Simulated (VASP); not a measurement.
Computed with PBE GGA, VASP's PBE PAW potentials (set 64) (plane waves; VASP).

The input files of a VASP run:

**KPOINTS**
```
Automatic
0
G
1 1 1
```

INCAR:
```
SYSTEM = GaZn31Se32
PREC = Normal; ENCUT = 400; LREAL = Auto
LASPH = .TRUE.; ISYM = 0; NELECT = 566.0
EDIFF = 1E-5; NELM = 100; NELMIN = 4
ALGO = Fast; LMAXMIX = 4
ISMEAR = 0; SIGMA = 0.05
GGA = PE
IBRION = 2; NSW = 60; ISIF = 2
EDIFFG = -0.03
LWAVE = .FALSE.; LCHARG = .FALSE.
```

File POSCAR:
```
GaZn31Se32
1.0
 11.4825331920   0.0000000000   0.0000000000
  0.0000000000  11.4825331920   0.0000000000
  0.0000000000   0.0000000000  11.4825331920
Zn Se Ga
31 32 1
Cartesian
  5.7412665960   0.0000000000   0.0000000000
  8.6118998940   2.8706332980   0.0000000000
  8.6118998940   0.0000000000   2.8706332980
  0.0000000000   0.0000000000   0.0000000000
  2.8706332980   2.8706332980   0.0000000000
  5.7412665960   5.7412665960   0.0000000000
  8.6118998940   8.6118998940   0.0000000000
  2.8706332980   0.0000000000   2.8706332980
  5.7412665960   2.8706332980   2.8706332980
  8.6118998940   5.7412665960   2.8706332980
  5.7412665960   0.0000000000   5.7412665960
  8.6118998940   2.8706332980   5.7412665960
  8.6118998940   0.0000000000   8.6118998940
  0.0000000000   5.7412665960   0.0000000000
  2.8706332980   8.6118998940   0.0000000000
  0.0000000000   2.8706332980   2.8706332980
  2.8706332980   5.7412665960   2.8706332980
  5.7412665960   8.6118998940   2.8706332980
  0.0000000000   0.0000000000   5.7412665960
  2.8706332980   2.8706332980   5.7412665960
  8.6118998940   8.6118998940   5.7412665960
  2.8706332980   0.0000000000   8.6118998940
  5.7412665960   2.8706332980   8.6118998940
  8.6118998940   5.7412665960   8.6118998940
  0.0000000000   8.6118998940   2.8706332980
  0.0000000000   5.7412665960   5.7412665960
  2.8706332980   8.6118998940   5.7412665960
  0.0000000000   2.8706332980   8.6118998940
  2.8706332980   5.7412665960   8.6118998940
  5.7412665960   8.6118998940   8.6118998940
  0.0000000000   8.6118998940   8.6118998940
  7.1765832450   1.4353166490   1.4353166490
 10.0472165430   4.3059499470   1.4353166490
 10.0472165430   1.4353166490   4.3059499470
  1.4353166490   1.4353166490   1.4353166490
  4.3059499470   4.3059499470   1.4353166490
  7.1765832450   7.1765832450   1.4353166490
 10.0472165430  10.0472165430   1.4353166490
  4.3059499470   1.4353166490   4.3059499470
  7.1813025661   4.3532694663   4.3461847433
 10.0472165430   7.1765832450   4.3059499470
  7.1765832450   1.4353166490   7.1765832450
 10.0472165430   4.3059499470   7.1765832450
 10.0472165430   1.4353166490  10.0472165430
  1.4353166490   7.1765832450   1.4353166490
  4.3059499470  10.0472165430   1.4353166490
  1.4353166490   4.3059499470   4.3059499470
  4.3166631505   7.1959083484   4.3100377288
  7.1765832450  10.0472165430   4.3059499470
  1.4353166490   1.4353166490   7.1765832450
  4.3182362575   4.3533728091   7.1933477435
  7.1524928904   7.1351198176   7.1941859684
 10.0472165430  10.0472165430   7.1765832450
  4.3059499470   1.4353166490  10.0472165430
  7.1765832450   4.3059499470  10.0472165430
 10.0472165430   7.1765832450  10.0472165430
  1.4353166490  10.0472165430   4.3059499470
  1.4353166490   7.1765832450   7.1765832450
  4.3059499470  10.0472165430   7.1765832450
  1.4353166490   4.3059499470  10.0472165430
  4.3059499470   7.1765832450  10.0472165430
  7.1765832450  10.0472165430  10.0472165430
  1.4353166490  10.0472165430  10.0472165430
  5.7358812879   5.7133640403   5.7803186914
```

POTCAR, in this order: Zn Se Ga (PBE.64 set). Program: vasp_gam.

The resulting files:

**OSZICAR**
```
       N       E                     dE             d eps       ncg     rms          rms(c)
DAV:   1     0.679121827185E+04    0.67912E+04   -0.21712E+05   678   0.181E+03
DAV:   2     0.128240364045E+04   -0.55088E+04   -0.53556E+04   678   0.496E+02
DAV:   3    -0.509511739211E+02   -0.13334E+04   -0.12473E+04   753   0.198E+02
DAV:   4    -0.199778631324E+03   -0.14883E+03   -0.14688E+03   772   0.668E+01
DAV:   5    -0.203844457947E+03   -0.40658E+01   -0.40430E+01   748   0.104E+01    0.264E+01
RMM:   6    -0.195010862320E+03    0.88336E+01   -0.26602E+01   678   0.111E+01    0.204E+01
RMM:   7    -0.194253150007E+03    0.75771E+00   -0.10628E+01   678   0.603E+00    0.595E+00
RMM:   8    -0.194417842842E+03   -0.16469E+00   -0.18489E+00   684   0.235E+00    0.287E+00
RMM:   9    -0.194360572988E+03    0.57270E-01   -0.54710E-01   678   0.190E+00    0.171E+00
RMM:  10    -0.194349436084E+03    0.11137E-01   -0.12531E-01   680   0.951E-01    0.333E-01
RMM:  11    -0.194352945328E+03   -0.35092E-02   -0.24845E-02   696   0.310E-01    0.472E-01
RMM:  12    -0.194352297154E+03    0.64817E-03   -0.10390E-02   681   0.281E-01    0.814E-02
RMM:  13    -0.194352293457E+03    0.36978E-05   -0.10361E-03   689   0.585E-02    0.535E-02
RMM:  14    -0.194352313779E+03   -0.20322E-04   -0.29757E-04   686   0.363E-02    0.232E-02
RMM:  15    -0.194352307093E+03    0.66855E-05   -0.12247E-04   657   0.270E-02    0.599E-03
RMM:  16    -0.194352309059E+03   -0.19654E-05   -0.25315E-05   410   0.823E-03
   1 F= -.19435231E+03 E0= -.19435231E+03  d E =-.194352E+03
       N       E                     dE             d eps       ncg     rms          rms(c)
DAV:   1    -0.194422871676E+03   -0.70565E-01   -0.18848E+01   740   0.723E+00    0.838E-01
RMM:   2    -0.194439765398E+03   -0.16894E-01   -0.21581E-01   678   0.798E-01    0.294E-01
RMM:   3    -0.194440936594E+03   -0.11712E-02   -0.27194E-02   679   0.301E-01    0.197E-01
RMM:   4    -0.194440871406E+03    0.65188E-04   -0.52851E-03   693   0.153E-01    0.156E-01
RMM:   5    -0.194440720071E+03    0.15134E-03   -0.16788E-03   678   0.728E-02    0.464E-02
RMM:   6    -0.194440758588E+03   -0.38517E-04   -0.48162E-04   699   0.310E-02    0.282E-02
RMM:   7    -0.194440755906E+03    0.26819E-05   -0.85239E-05   555   0.170E-02
   2 F= -.19444076E+03 E0= -.19444076E+03  d E =-.884468E-01
       N       E                     dE             d eps       ncg     rms          rms(c)
DAV:   1    -0.194453253457E+03   -0.12495E-01   -0.72892E+00   740   0.451E+00    0.526E-01
RMM:   2    -0.194459448822E+03   -0.61954E-02   -0.80455E-02   678   0.485E-01    0.178E-01
RMM:   3    -0.194459857023E+03   -0.40820E-03   -0.10033E-02   678   0.183E-01    0.121E-01
RMM:   4    -0.194459813482E+03    0.43541E-04   -0.18907E-03   690   0.905E-02    0.930E-02
RMM:   5    -0.194459762916E+03    0.50566E-04   -0.62568E-04   677   0.448E-02    0.289E-02
RMM:   6    -0.194459778393E+03   -0.15477E-04   -0.17784E-04   628   0.190E-02    0.177E-02
RMM:   7    -0.194459777894E+03    0.49944E-06   -0.33900E-05   470   0.109E-02
   3 F= -.19445978E+03 E0= -.19445978E+03  d E =-.107469E+00
       N       E                     dE             d eps       ncg     rms          rms(c)
DAV:   1    -0.194460163766E+03   -0.38537E-03   -0.38947E-01   748   0.105E+00    0.121E-01
RMM:   2    -0.194460487793E+03   -0.32403E-03   -0.42114E-03   678   0.110E-01    0.407E-02
RMM:   3    -0.194460509160E+03   -0.21368E-04   -0.52369E-04   668   0.415E-02    0.276E-02
RMM:   4    -0.194460506754E+03    0.24068E-05   -0.97200E-05   612   0.197E-02
   4 F= -.19446051E+03 E0= -.19446051E+03  d E =-.108198E+00
       N       E                     dE             d eps       ncg     rms          rms(c)
DAV:   1    -0.194468113503E+03   -0.76043E-02   -0.22200E+00   700   0.256E+00    0.324E-01
RMM:   2    -0.194470615574E+03   -0.25021E-02   -0.29706E-02   678   0.294E-01    0.932E-02
RMM:   3    -0.194470878805E+03   -0.26323E-03   -0.36937E-03   680   0.112E-01    0.776E-02
RMM:   4    -0.194470875495E+03    0.33098E-05   -0.57177E-04   690   0.519E-02    0.583E-02
RMM:   5    -0.194470858156E+03    0.17339E-04   -0.19313E-04   665   0.266E-02    0.150E-02
RMM:   6    -0.194470861486E+03   -0.33301E-05   -0.40409E-05   489   0.104E-02
   5 F= -.19447086E+03 E0= -.19447086E+03  d E =-.103547E-01
       N       E                     dE             d eps       ncg     rms          rms(c)
DAV:   1    -0.194470550445E+03    0.30771E-03   -0.39991E+00   708   0.343E+00    0.431E-01
RMM:   2    -0.194475118426E+03   -0.45680E-02   -0.53999E-02   678   0.398E-01    0.125E-01
RMM:   3    -0.194475595541E+03   -0.47712E-03   -0.66633E-03   679   0.151E-01    0.106E-01
RMM:   4    -0.194475593008E+03    0.25337E-05   -0.10610E-03   693   0.701E-02    0.808E-02
RMM:   5    -0.194475559652E+03    0.33356E-04   -0.35257E-04   678   0.358E-02    0.202E-02
RMM:   6    -0.194475565655E+03   -0.60029E-05   -0.73052E-05   545   0.140E-02
   6 F= -.19447557E+03 E0= -.19447557E+03  d E =-.150589E-01
       N       E                     dE             d eps       ncg     rms          rms(c)
DAV:   1    -0.194475576287E+03   -0.16635E-04   -0.16874E-02   734   0.224E-01    0.290E-02
RMM:   2    -0.194475590219E+03   -0.13932E-04   -0.18624E-04   641   0.264E-02    0.891E-03
RMM:   3    -0.194475591747E+03   -0.15274E-05   -0.25722E-05   443   0.977E-03    0.485E-03
RMM:   4    -0.194475591814E+03   -0.67033E-07   -0.48187E-06   377   0.567E-03
   7 F= -.19447559E+03 E0= -.19447559E+03  d E =-.150851E-01
       N       E                     dE             d eps       ncg     rms          rms(c)
DAV:   1    -0.194476952341E+03   -0.13606E-02   -0.78806E-01   700   0.156E+00    0.146E-01
RMM:   2    -0.194477529880E+03   -0.57754E-03   -0.66972E-03   678   0.146E-01    0.456E-02
RMM:   3    -0.194477595021E+03   -0.65141E-04   -0.85391E-04   681   0.549E-02    0.376E-02
RMM:   4    -0.194477593802E+03    0.12192E-05   -0.12904E-04   691   0.252E-02    0.274E-02
RMM:   5    -0.194477589768E+03    0.40336E-05   -0.44079E-05   496   0.129E-02
   8 F= -.19447759E+03 E0= -.19447759E+03  d E =-.199795E-02
```

OUTCAR:
```
------------------------ aborting loop because EDIFF is reached ----------------------------------------
  FORCE on cell =-STRESS in cart. coord.  units (eV):
  Direction    XX          YY          ZZ          XY          YZ          ZX
  --------------------------------------------------------------------------------------
  Total       -6.3491164     -6.3716931     -6.3597944      0.0482180      0.0092450      0.0161892
  in kB       -6.7190944     -6.7429867     -6.7303946      0.0510277      0.0097837      0.0171326
  external PRESSURE =      -6.7308253 kB  Pullay stress =       0.0000000 kB
  volume of cell :     1513.96
      direct lattice vectors                 reciprocal lattice vectors
    11.482533192  0.000000000  0.000000000     0.087088797  0.000000000  0.000000000
     0.000000000 11.482533192  0.000000000     0.000000000  0.087088797  0.000000000
     0.000000000  0.000000000 11.482533192     0.000000000  0.000000000  0.087088797
  FREE ENERGIE OF THE ION-ELECTRON SYSTEM (eV)
  ---------------------------------------------------
  free  energy   TOTEN  =      -194.4775897681 eV

  energy  without entropy=     -194.4775897681  energy(sigma->0) =     -194.47758977

 reached required accuracy - stopping structural energy minimisation
```
(Selected blocks of OUTCAR.)

CONTCAR:
```
GaZn31Se32
   1.00000000000000
    11.4825331920000000    0.0000000000000000    0.0000000000000000
     0.0000000000000000   11.4825331920000000    0.0000000000000000
     0.0000000000000000    0.0000000000000000   11.4825331920000000
  Zn              Se              Ga
    31    32     1
Direct
     0.5000484316905517    0.0001232470001483    0.0000645380143682
     0.7502634261626804    0.2496670429156368    0.9999221356564366
     0.7502391849835398    0.9997833449779318    0.2498076313626223
     0.0000057928039268    0.0000068545520716    0.0000041051311186
     0.2498942042447520    0.2498247930277122    0.0003591105577894
     0.4999605687943040    0.4999367013038625    0.0001009527061909
     0.7502392983074465    0.7502756491343286    0.0002331036291379
     0.2498768345307212    0.0003978726977719    0.2498808884880477
     0.4978755716163675    0.2489192286650635    0.2489341980390683
     0.7517916628377456    0.5029384148958200    0.2483909865847531
     0.4999685262133217    0.0000427111594180    0.4999705540580820
     0.7517153205930639    0.2483636169916467    0.5027865751286278
     0.7502397515640123    0.0002613139115092    0.7502153982306622
     0.9999795913785976    0.4999806964800250    0.0001130338268252
     0.2496918619540961    0.7503276684180205    0.9999132795362484
     0.0003037697900119    0.2498374875728411    0.2498410569985927
     0.2485248411147601    0.4974786166739133    0.2485179706415082
     0.5028781088848360    0.7518535174432092    0.2482801170628152
     0.9999525988235005    0.0000528585357471    0.5000475971571264
     0.2484413922911150    0.2485042595144153    0.4975142327323672
     0.7513062040455012    0.7512927635844726    0.4977417179574217
     0.2497732093798395    0.9997965295772674    0.7502274745383722
     0.5028102238265738    0.2481865576250629    0.7519026357087663
     0.7520833911140616    0.4968726953930193    0.7521769288537837
     0.9997927214075003    0.7502870652535705    0.2497977328011515
     0.0000352858033522    0.4999662110086480    0.4999508380360411
     0.2482657443458831    0.7518302950784795    0.5026991206498147
     0.9998507115029239    0.2497139742878285    0.7502370974050464
     0.2476566619819746    0.5033729657944759    0.7524313373235670
     0.4971934527773375    0.7519018432076577    0.7519556029817992
     0.0001870873015691    0.7503455645048088    0.7502140035976310
     0.6250319704198666    0.1255048159927748    0.1255669076473339
     0.8745886317562989    0.3749667130697923    0.1254596871243202
     0.8746253480133447    0.1254360651981302    0.3749668739632368
     0.1250045837510255    0.1250178171738542    0.1250029678451977
     0.3752140820587961    0.3751579977128385    0.1248332812819342
     0.6248781243660292    0.6249233258746484    0.1246296952995318
     0.8750164610711815    0.8750112982806136    0.1250083179515714
     0.3751889874458776    0.1248866511769209    0.3751750599223307
     0.6238120037813346    0.3766550567532387    0.3767620619964785
     0.8753137873220900    0.6250002991589728    0.3752925315021504
     0.6249085722186588    0.1246973973555102    0.6249488348784361
     0.8754397435963845    0.3751013238781878    0.6249331215411275
     0.8750230649951592    0.1250257255036943    0.8750249245052955
     0.1254476102709201    0.6250877235137845    0.1254978474781082
     0.3749203708692982    0.8746354847519453    0.1254540506749621
     0.1247751474587676    0.3751717354469952    0.3751628369412970
     0.3760388544307087    0.6241202459252745    0.3762960497965075
     0.6249614784055215    0.8752393816018809    0.3752629960817303
     0.1253993298107927    0.1253961752600337    0.6250878842796270
     0.3754261508994592    0.3757786361879274    0.6247583224560660
     0.6240655918358446    0.6240901854795257    0.6247368518530576
     0.8745117785008052    0.8745558601449772    0.6250616182066211
     0.3749261007729729    0.1253612860723259    0.8747006227350429
     0.6248776508684979    0.3750701681461565    0.8754530664806150
     0.8747209072432997    0.6251085960511719    0.8747213380798780
     0.1254091937459893    0.8746712511219397    0.3749362534298252
     0.1245785356244195    0.6250330810405960    0.6248594151339963
     0.3751170006227783    0.8753215965284042    0.6249329024138679
     0.1252514455778466    0.3749093272972926    0.8748341464136733
     0.3751538563839399    0.6250074962052794    0.8755231151193436
     0.6250791619452771    0.8747024437188891    0.8747111496210654
     0.1250134423168375    0.8750123712197094    0.8750238115636269
     0.4992825995541113    0.5000931059703355    0.5014035003863574
```

The cell is charged, with a uniform compensating background. The supercell is sampled at Γ alone, which is coarse: total energies, pressure and levels can be off, energies of defects by several tenths of an eV.

The cell is a supercell with a defect, built from ZnSe (zinc blende): Ga_Zn, charge +1. The run is not spin-polarised, so no state with unpaired spins was tried.
